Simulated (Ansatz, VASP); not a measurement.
# Zr (Zirconium) in two plane-wave programs, part 2 of 2

Aim: how closely do two programs agree when they are given the same cell, functional and k mesh? The cell is taken from a series of runs on this material, whose earlier steps may have relaxed, scaled, displaced or heated it; both programs get it as it stands.

VASP 6.6.1 and Ansatz 0.2.0.

So far: The structure; VASP: zone-centre phonons, LDA.

### 3. Ansatz: zone-centre phonons, LDA

Level of this step: Ansatz beside VASP: Kohn-Sham DFT, plane waves, LDA (Ansatz).

Ansatz runs on its PAW soft_1 files.

The same cell, functional (in two slightly different forms), mesh and smearing now go to Ansatz, which takes its cutoff from its data sets.

input.yaml

```yaml
crystal:
  lattice:
    - [3.1473060198, 0.0, 0.0]
    - [-1.5736530099, 2.7256469667, 0.0]
    - [0.0, 0.0, 5.0806852396]
  atoms:
    - { symbol: Zr, position: [0.3333333333, 0.6666666667, 0.25] }
    - { symbol: Zr, position: [0.6666666667, 0.3333333333, 0.75] }
kpoints:
  mp_grid: { grid: [18, 18, 10] }
hamiltonian:
  xc: lda
  pseudopotentials: { kind: paw, azcp: { folder: soft_1 }, xc_functional: pbe }
scf:
  occupations: { method: methfessel_paxton, width: 0.2 }
output:
  eigenvalues: true
phonons:
  method: dfpt
```

Command:

```bash
$ ansatz run input.yaml --threads 8 --pin off --max-ram 15360MiB --backend cpu --events-out ev --progress --plain --runs-dir out
```

Numbers of over 12 decimals in the logs are rounded to 6 here.

The log of the run:

```text
zone centre: on kpoints.mp_grid the ground state, and the responses unless they are solved on pairs of k-points, stand on 546 of the mesh's 3240 k-points, reduced under 4 symmetry operations, with k and −k counted as one. Each operation leaves every solved displacement unchanged or reverses it
Engine: ansatz 0.2.0, aarch64-unknown-linux-gnu
Pseudopotentials: kind: paw
Pseudopotential: Zr, paw, valence charge 12, recommended cutoff 420 eV (normal), soft_1/Zr.paw.azcp
Functional definition: SPW92
  exchange = slater_x
  correlation = pw_c
Crystal: 2 atoms, lattice volume = 43.584 Å³
Basis set: ecut = 420 eV, 845 PW (Γ), exchange–correlation on 48×48×72 points (8 copies of the dense FFT grid, shifted against one another)
Bands: 16, of which v1, the nominal top of the filled ones, is band 12 counted from 1 (11 counted from 0)
Symmetry: 24 space group operations
k-points: 546 of 3240 (irreducible under 4 space group operations, time reversal used)
Non-local potential: Zr, projectors of the file, l = 0: 3, l = 1: 2, l = 2: 2, l = 3: 1
PAW form: soft (Blöchl's): semilocal exchange-correlation on the pseudo side does not see the compensation charge
PAW frozen core: Zr, regenerated for the run's functional, and the local potential with it (the file was generated under x = pbe(κ = 0.804, μ = 0.219515), c = pbe(β = 0.066725))
PAW one-centre angular grid: Zr, 590 points (default); XC on 64 Gauss nodes
Initial density: superposition of atomic densities (chi_scale 0.1, normalization cell)
Initial wavefunctions: pseudopotential atomic-orbital guess
Functional: x = slater, c = lda
SCF iter   1: F=—  HF=-8155.136908 eV  |F-HF|=—  |Δ(HF+E_count)|=         —  Δρ=2.86e-2  dr2=4.31e-1  ethr=3.10e-3  ⟨swp⟩=5.1  Hψ=80837  notcnv=0
automatic band count: the SCF goes on with 20 bands, as 16 were too few: they end inside the smearing window of the response
preconditioner: auto → none  [metal: Δε(μ)=0.004 eV  Ē_g=5.411 eV  σ=0.200 eV  W_gap=0.02  n_scr=8 (ndim 8)  ℏωp=15.9 eV  f_vac=0.000  D(μ)=2.00/eV (n_scr^D=22)  sad-step TF]
SCF iter   2: F=—  HF=-8155.031390 eV  |F-HF|=—  |Δ(HF+E_count)|=   1.06e-1  S|Δr|=    0.00e0  Δρ=1.80e-2  dr2=1.69e-1  ethr=1.80e-3  ⟨swp⟩=1.0  Hψ=15288  notcnv=0
SCF iter   3: F=—  HF=-8154.968395 eV  |F-HF|=—  |Δ(HF+E_count)|=   6.30e-2  S|Δr|=    0.00e0  Δρ=1.15e-3  dr2=4.60e-4  ethr=7.04e-4  ⟨swp⟩=3.0  Hψ=19695  notcnv=0
SCF iter   4: F=—  HF=-8154.968276 eV  |F-HF|=—  |Δ(HF+E_count)|=   1.19e-4  S|Δr|=    0.00e0  Δρ=2.28e-4  dr2=6.11e-6  ethr=1.92e-6  ⟨swp⟩=2.0  Hψ=16630  notcnv=0
SCF iter   5: F=—  HF=-8154.968278 eV  |F-HF|=—  |Δ(HF+E_count)|=   1.90e-6  S|Δr|=    0.00e0  Δρ=2.92e-5  dr2=1.43e-7  ethr=2.55e-8  ⟨swp⟩=2.0  Hψ=16521  notcnv=0
SCF iter   6: F=—  HF=-8154.968277 eV  |F-HF|=—  |Δ(HF+E_count)|=   6.15e-7  S|Δr|=    0.00e0  Δρ=4.06e-6  dr2=5.91e-9  ethr=5.97e-10  ⟨swp⟩=2.0  Hψ=16822  notcnv=0  defer=240
SCF iter   7: F=—  HF=-8154.968277 eV  |F-HF|=—  |Δ(HF+E_count)|=   2.01e-9  S|Δr|=    0.00e0  Δρ=7.94e-7  dr2=1.36e-10  ethr=2.46e-11  ⟨swp⟩=2.8  Hψ=17245  notcnv=0  defer=240
SCF iter   8: F=-8154.968277 eV  HF=-8154.968277 eV  |F-HF|=0.00e0  |Δ(HF+E_count)|=  3.91e-11  S|Δr|=    0.00e0  Δρ=6.28e-8  dr2=8.22e-13  ethr=1.00e-12  ⟨swp⟩=9.8  Hψ=50070  notcnv=0
SCF 1 converged in 8 iterations: F = -8154.968277 eV  dr2 = 8.22e-13
  greatest PAW one-centre occupation: 0.994 electrons in one spin orbital (limit 2), on the Zr atom at site 1 (counted from 0), in its partial waves of l = 0
DFPT response loops at Γ: preconditioner auto → Kerker (q_TF=auto, 2.470 Å⁻¹) (partly filled bands, converged f_vac=0.000); β = 1.00, the filter's whole step (`scf.mixing.beta` (0.50) is not read by the response loops under this deck's `scf.mixing.preconditioner`; to damp them name `kerker` or `kerker_dos`, under which they read `scf.mixing.beta`, and type it under 1.00, their step now; both keys bind the ground state too); Broyden in place of MSR1
SCF converged after 8 iterations
Stability not checked: this state was not tested for a lower state beside it, because cold or Methfessel-Paxton smearing, or corrected tetrahedra, fill the levels in a way that the test cannot read (fill_not_monotonic; see scf.lower_state_search)
Free energy (F): -8154.968277 eV
Harris-Foulkes:  -8154.968277 eV  (|F-HF|=0.00e0)
Internal energy: -8154.968959 eV  (E = F + TS)
E sigma→0 (E₀):  -8154.968448 eV
Entropy (-TS):   0.000681 eV (0.341 meV/atom)
Fermi energy:    14.810299 eV
--- Per-component energies (eV) ---
  E_band       = -171.374662
  E_kinetic    = 635.078477
  E_local      = -1155.342281  (includes V_loc(G=0)·N_el)
  E_nonlocal   = 159.193148
  E_hartree    = 375.155802
  E_xc         = -307.798839
  E_vxc        = -365.849104  (∫ρ·V_xc dr)
  E_paw        = -5717.989213  (= ΣΔE_a)
  E_vpaw       = -194.766458  (= ΣTr[D̂ρ^β])
  E_aug_tail   = -0.000048  (compensation charges beyond the density's cutoff)
  E_ewald      = -2144.006805
  E_core_change = 0.740800  (= ΣΔE_core)
  E_smearing   = 0.000681  (= −TS)
  E_closure    = 0.000000  (closes the sum)
  Σ components = -8154.968277   (vs F -8154.968277, Δ=0.00e0)
--- Band table (eV; the first three rows and the last of 546) ---
  k-point 0: bands = [... 8 lower, 9.0500, 11.5805, 15.6668, 15.6668, 15.6932, 16.2093, 16.3905, 16.3905, ... 4 higher]
  k-point 1: bands = [... 8 lower, 9.1395, 11.5827, 15.6219, 15.6219, 15.6264, 16.0322, 16.3251, 16.3251, ... 4 higher]
  k-point 2: bands = [... 8 lower, 9.3994, 11.5693, 15.4425, 15.5379, 15.5379, 15.6016, 16.1571, 16.1571, ... 4 higher]
  k-point 545: bands = [... 8 lower, 12.5073, 12.5073, 14.0972, 14.0972, 14.8437, 14.8437, 16.7085, 16.7085, ... 4 higher]
--- Phonons (Γ-DFPT): 2 representative perturbations + reference, on 546 of 3240 k-points (Σ response iterations 6) ---
  k mesh reduced under 4 symmetry operations, with k and −k counted as one. Each operation leaves every solved displacement unchanged or reverses it
  ASR residual: 1.705e-5 → 0.000e0 eV/Å²; symmetrization residual: 1.401e-13 eV/Å²
  ASR residual per site (eV/Å²): 1.70e-5 1.70e-5
  Γ frequencies (cm⁻¹): 0.00 0.00 0.00 53.64 53.64 168.62
  non-analytic LO–TO correction: not included (Born effective charges unavailable; polar crystals: no LO–TO splitting at Γ)
```

### 4. Differences

Known differences besides the potentials themselves: the cutoff is 420 eV in Ansatz and 500 eV in VASP; VASP's log shows a relativistic correction to its local exchange, Ansatz's none. Total energies have different zeros and are not compared.

Both answers:

```
                  quantity  Ansatz   VASP  difference
optical mode 1 to 2 (cm⁻¹)    53.6   52.6     +1.95 %
     optical mode 3 (cm⁻¹)   168.6  169.5     -0.53 %
```

Modes are paired by rising frequency, not by their patterns, so a pair may set unlike modes beside each other; they are those without the splitting of longitudinal modes.

### 5. Summary of results

* r.m.s. difference of the optical zone-centre modes, each program's sorted by frequency (zone-centre phonons, LDA): 0.99 cm⁻¹
* difference in optical mode 1 to 2 (zone-centre phonons, LDA): +1.9 %

What this shows: The r.m.s. difference of the optical zone-centre modes, each program's sorted by frequency is 0.99 cm⁻¹ (zone-centre phonons, LDA). Among the rows given in per cent, the largest difference of the zone-centre phonons, LDA pair is in optical mode 1 to 2, +1.9 %. Such differences can come from data sets, numerical settings and the points named under the comparisons, not from the functional's error against experiment.

[Lines on the potential files, build, host, timing and source positions are cut from VASP's logs without a mark.]

[Logs are printed without paths, hosts, clocks, repeated set-up lines and the standing remarks that a program may print on its own settings, such as how far it seeks lower states.]

[Hosts, paths, dates, database ids (printed as entryN), source tags and the programs' standing remarks are cut or masked in the printed files.]
